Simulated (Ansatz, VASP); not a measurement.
# TiAl3: VASP beside Ansatz, part 2 of 2

Wanted: the spread between two codes on one cell, functional and k mesh. The cell is taken from a series of runs on this material, whose earlier steps may have relaxed, scaled, displaced or heated it; both programs get it as it stands.

VASP 6.6.1 and Ansatz 0.2.0.

So far: The structure; Ansatz: zone-centre phonons, PBEsol; VASP: zone-centre phonons, PBEsol.

### Step 3. VASP: zone-centre phonons, PBEsol (continued)

Level of this step: PBEsol; plane waves and PAW (Al, Ti_sv) (VASP).

Numbers of over 12 decimals in the logs are rounded to 6 here.

Parts of OUTCAR (step 3):

```text
ion  position               nearest neighbor table
   1  0.500  0.500  0.000-   4 2.70   4 2.70   4 2.70   4 2.70   3 2.87   2 2.87   3 2.87   2 2.87
                             3 2.87   3 2.87   2 2.87   2 2.87
   2  0.750  0.250  0.500-   3 2.70   3 2.70   3 2.70   3 2.70   4 2.87   1 2.87   4 2.87   4 2.87
                             1 2.87   1 2.87   4 2.87   1 2.87
   3  0.250  0.750  0.500-   2 2.70   2 2.70   2 2.70   2 2.70   4 2.87   1 2.87   4 2.87   1 2.87
                             4 2.87   4 2.87   1 2.87   1 2.87
   4  0.000  0.000  0.000-   1 2.70   1 2.70   1 2.70   1 2.70   3 2.87   2 2.87   3 2.87   3 2.87
                             2 2.87   2 2.87   3 2.87   2 2.87

  LATTYP: Found a body centered tetragonal cell.
 ALAT       =     3.8147313922
 C/A-ratio  =     2.2424212872

 Subroutine GETGRP returns: Found 16 space group operations
 (whereof 16 operations were pure point group operations)

The static configuration has the point symmetry D_4h.

 Found    349 irreducible k-points:

   k-points           NKPTS =    349   k-points in BZ     NKDIM =    349   number of bands    NBANDS=     16

   dimension x,y,z NGX =    40 NGY =   40 NGZ =   40
   dimension x,y,z NGXF=    80 NGYF=   80 NGZF=   80

   ENCUT  =  500.0 eV  36.75 Ry    6.06 a.u.   9.22  9.22  9.22*2*pi/ulx,y,z

   NELECT =      21.0000    total number of electrons

 k-points in reciprocal lattice and weights: Automatic mesh
   0.00000000  0.00000000  0.00000000       0.000
   0.06250000  0.00000000 -0.00000000       0.002
   0.12500000  0.00000000 -0.00000000       0.002
   0.18750000  0.00000000 -0.00000000       0.002
   0.25000000  0.00000000 -0.00000000       0.002
   0.31250000  0.00000000  0.00000000       0.002
   0.37500000  0.00000000 -0.00000000       0.002
   0.43750000  0.00000000 -0.00000000       0.002
   0.50000000  0.00000000 -0.00000000       0.001
[...]
-0.43750000 -0.43750000  0.43750000       0.000
   0.50000000  0.50000000  0.50000000       0.000

 average (electrostatic) potential at core
       1 -71.1961       2 -71.1097       3 -71.1097       4 -71.8485

  Total        0.0511743      0.0511743      0.0411542      0.0000000      0.0000000      0.0000000
  in kB        1.3172957      1.3172957      1.0593639      0.0000000      0.0000000      0.0000000
  external PRESSURE =       1.2313184 kB  Pullay stress =       0.0000000 kB

  energy-cutoff  :      500.00
  volume of cell :       62.24
      direct lattice vectors                 reciprocal lattice vectors
    -1.907365696  1.907365696  4.277117439     0.000000000  0.262141655  0.116901162
     1.907365696 -1.907365696  4.277117439     0.262141655  0.000000000  0.116901162
     1.907365696  1.907365696 -4.277117439     0.262141655  0.262141655  0.000000000

 POSITION                                       TOTAL-FORCE (eV/Angst)
 -----------------------------------------------------------------------------------
      0.00000      0.00000      4.27712        -0.000000      0.000000     -0.000000
      0.00000      1.90737      2.13856         0.000000      0.000000      0.000000
      1.90737      0.00000      2.13856         0.000000     -0.000000     -0.000000
      0.00000      0.00000      0.00000        -0.000000      0.000000     -0.000000
 -----------------------------------------------------------------------------------
    total drift:                               -0.000000     -0.000000     -0.000000

 Eigenvectors and eigenvalues of the dynamical matrix
 ----------------------------------------------------

   1 f  =   10.533718 THz    66.185301 2PiTHz  351.367005 cm-1    43.563937 meV
             X         Y         Z           dx          dy          dz
      0.000000  0.000000  4.277117     0.011573    0.801585    0.000000
      0.000000  1.907366  2.138559    -0.000035   -0.002392   -0.000000
      1.907366  0.000000  2.138559    -0.000035   -0.002392   -0.000000
      0.000000  0.000000  0.000000    -0.008630   -0.597696    0.000000

   2 f  =   10.533718 THz    66.185301 2PiTHz  351.367005 cm-1    43.563937 meV
             X         Y         Z           dx          dy          dz
      0.000000  0.000000  4.277117    -0.801585    0.011573   -0.000000
      0.000000  1.907366  2.138559     0.002392   -0.000035   -0.000000
      1.907366  0.000000  2.138559     0.002392   -0.000035    0.000000
      0.000000  0.000000  0.000000     0.597696   -0.008630    0.000000

   3 f  =   10.314006 THz    64.804809 2PiTHz  344.038200 cm-1    42.655281 meV
             X         Y         Z           dx          dy          dz
      0.000000  0.000000  4.277117    -0.000000    0.000000    0.000000
      0.000000  1.907366  2.138559     0.704971   -0.054919    0.000000
      1.907366  0.000000  2.138559    -0.704971    0.054919   -0.000000
      0.000000  0.000000  0.000000     0.000000   -0.000000    0.000000

   4 f  =   10.314006 THz    64.804809 2PiTHz  344.038200 cm-1    42.655281 meV
             X         Y         Z           dx          dy          dz
      0.000000  0.000000  4.277117    -0.000000   -0.000000   -0.000000
      0.000000  1.907366  2.138559     0.054919    0.704971   -0.000000
      1.907366  0.000000  2.138559    -0.054919   -0.704971    0.000000
      0.000000  0.000000  0.000000     0.000000   -0.000000    0.000000

   5 f  =    9.889095 THz    62.135019 2PiTHz  329.864717 cm-1    40.897994 meV
             X         Y         Z           dx          dy          dz
      0.000000  0.000000  4.277117    -0.000000   -0.000000    0.380280
      0.000000  1.907366  2.138559     0.000000    0.000000   -0.538922
      1.907366  0.000000  2.138559     0.000000    0.000000   -0.538922
      0.000000  0.000000  0.000000     0.000000    0.000000    0.523939

   6 f  =    7.785413 THz    48.917193 2PiTHz  259.693428 cm-1    32.197867 meV
             X         Y         Z           dx          dy          dz
      0.000000  0.000000  4.277117     0.000000    0.000000    0.000000
      0.000000  1.907366  2.138559    -0.000000   -0.000000   -0.707107
      1.907366  0.000000  2.138559    -0.000000    0.000000    0.707107
      0.000000  0.000000  0.000000    -0.000000    0.000000    0.000000

   7 f  =    6.830508 THz    42.917347 2PiTHz  227.841217 cm-1    28.248698 meV
             X         Y         Z           dx          dy          dz
      0.000000  0.000000  4.277117     0.384461   -0.014456   -0.000000
      0.000000  1.907366  2.138559    -0.538729    0.020256   -0.000000
      1.907366  0.000000  2.138559    -0.538729    0.020256    0.000000
      0.000000  0.000000  0.000000     0.519923   -0.019549    0.000000

   8 f  =    6.830508 THz    42.917347 2PiTHz  227.841217 cm-1    28.248698 meV
             X         Y         Z           dx          dy          dz
      0.000000  0.000000  4.277117     0.014456    0.384461   -0.000000
      0.000000  1.907366  2.138559    -0.020256   -0.538729    0.000000
      1.907366  0.000000  2.138559    -0.020256   -0.538729   -0.000000
      0.000000  0.000000  0.000000     0.019549    0.519923    0.000000

   9 f  =    6.125139 THz    38.485385 2PiTHz  204.312651 cm-1    25.331529 meV
             X         Y         Z           dx          dy          dz
      0.000000  0.000000  4.277117     0.000000    0.000000    0.803073
      0.000000  1.907366  2.138559    -0.000000   -0.000000   -0.006288
      1.907366  0.000000  2.138559    -0.000000   -0.000000   -0.006288
      0.000000  0.000000  0.000000     0.000000    0.000000   -0.595815

  10 f/i=    0.003093 THz     0.019436 2PiTHz    0.103185 cm-1     0.012793 meV
             X         Y         Z           dx          dy          dz
      0.000000  0.000000  4.277117     0.443564    0.112063    0.000000
      0.000000  1.907366  2.138559     0.443615    0.112075   -0.000000
      1.907366  0.000000  2.138559     0.443615    0.112075    0.000000
      0.000000  0.000000  0.000000     0.591324    0.149393    0.000000

  11 f/i=    0.003093 THz     0.019436 2PiTHz    0.103185 cm-1     0.012793 meV
             X         Y         Z           dx          dy          dz
      0.000000  0.000000  4.277117    -0.112063    0.443564    0.000000
      0.000000  1.907366  2.138559    -0.112075    0.443615    0.000000
      1.907366  0.000000  2.138559    -0.112075    0.443615    0.000000
      0.000000  0.000000  0.000000    -0.149393    0.591324    0.000000

  12 f/i=    0.009172 THz     0.057629 2PiTHz    0.305943 cm-1     0.037932 meV
             X         Y         Z           dx          dy          dz
      0.000000  0.000000  4.277117     0.000000   -0.000000    0.458761
      0.000000  1.907366  2.138559     0.000000   -0.000000    0.457737
      1.907366  0.000000  2.138559     0.000000   -0.000000    0.457737
      0.000000  0.000000  0.000000     0.000000   -0.000000    0.608681

 ELASTIC MODULI CONTR FROM IONIC RELAXATION (kBar)
 Direction    XX          YY          ZZ          XY          YZ          ZX
 --------------------------------------------------------------------------------
 XX          -3.2669      3.2669      0.0000      0.0000     -0.0000     -0.0000
 YY           3.2669     -3.2669      0.0000      0.0000      0.0000      0.0000
 ZZ           0.0000      0.0000      0.0000      0.0000      0.0000      0.0000
 XY           0.0000      0.0000      0.0000      0.0000      0.0000      0.0000
 YZ          -0.0000      0.0000      0.0000      0.0000    -14.0803      0.0000
 ZX          -0.0000      0.0000      0.0000      0.0000      0.0000    -16.2223
 --------------------------------------------------------------------------------
```

### Step 4. Side by side

Known differences besides the potentials themselves: the cutoff is 420 eV in Ansatz and 500 eV in VASP; Ansatz makes its cores anew for this functional, VASP keeps those of its PBE data sets. Total energies have different zeros and are not compared.

Both answers:

```csv
quantity,Ansatz,VASP,difference
optical mode 1 (cm⁻¹),203.7,204.3,-0.30 %
optical mode 2 to 3 (cm⁻¹),227.4,227.8,-0.19 %
optical mode 4 (cm⁻¹),259.1,259.7,-0.22 %
optical mode 5 (cm⁻¹),328.8,329.9,-0.33 %
optical mode 6 to 7 (cm⁻¹),342.9,344.0,-0.34 %
optical mode 8 to 9 (cm⁻¹),351.0,351.4,-0.11 %
```

Modes are paired by rising frequency, not by their patterns, so a pair may set unlike modes beside each other; they are those without the splitting of longitudinal modes.

### Step 5. Results

```json
{
 "r.m.s. difference of the optical zone-centre modes, each program's sorted by frequency (zone-centre phonons, PBEsol)": "0.76 cm⁻¹"
}
```

**Reading.** The r.m.s. difference of the optical zone-centre modes, each program's sorted by frequency is 0.76 cm⁻¹ (zone-centre phonons, PBEsol). How closely two codes agree says nothing of how well the functional describes the real material.

[Lines on the potential files, build, host, timing and source positions are cut from VASP's logs without a mark.]

[Logs are printed without paths, hosts, clocks, repeated set-up lines and the standing remarks that a program may print on its own settings, such as how far it seeks lower states.]

[Hosts, paths, dates, database ids (printed as entryN), source tags and the programs' standing remarks are cut or masked in the printed files.]
